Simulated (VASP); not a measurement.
Wanted: the native input for a VASP 6.6.1 run.

```
Task                   : single point
Functional             : LDA
Potentials or basis    : VASP PAW LDA potentials, release 64 (Sr_sv, Mg)
Cutoff                 : 520 eV
k mesh                 : 12 × 12 × 12
Occupations            : gaussian, width 0.15 eV
Spin                   : no spin polarisation
Dipole correction      : no
Further INCAR settings : ALGO = Normal; EDIFF = 1e-07; NBANDS = 13
```

The structure of SrMg lies in POSCAR:

```
SrMg
1.0
    0.0000000000      3.2195528800      3.2195528800
    3.2195528800      0.0000000000      3.2195528800
    3.2195528800      3.2195528800      0.0000000000
Sr Mg
1 1
Direct
    0.5000000000      0.5000000000      0.5000000000
    0.0000000000      0.0000000000      0.0000000000
```

The cell comes from a database or a generator and needn't be the stable form of this composition.

The cell isn't the ideal one: strain -0.080 along x and y, -0.080 along z, atoms carried along.

These files were run (other wordings do the same):

INCAR

```
SYSTEM = SrMg
  PREC = Accurate
  ENCUT = 520
  EDIFF = 1E-7
  ISMEAR = 0
  SIGMA = 0.15
  LREAL = .False.
  LASPH = .True.
  NELM = 100
  ALGO = Normal
  ISIF = 2
  LWAVE = .False.
  LCHARG = .True.
  LELF = .True.
  LVHAR = .True.
  NBANDS = 13
```

KPOINTS

```
regular mesh
0
Gamma
  12 12 12
  0 0 0
```

Potentials or basis: VASP PAW LDA potentials, release 64 (Sr_sv, Mg).

Launch:

```sh
$ cat potpaw_LDA.64/Sr_sv/POTCAR potpaw_LDA.64/Mg/POTCAR > POTCAR
$ mpirun -np 1 vasp_std > vasp.out
```

Results of the run:

```json
{"Pressure": "4.0 GPa", "Band gap on the k mesh": "none (metal or under the smearing width)"}
```

Wall time 42 s on 1 thread of Intel(R) Xeon(R) Platinum 8259CL CPU @ 2.50GHz (Skylake/Cascade Lake), with other jobs on the host, peak memory 0.22 GiB.
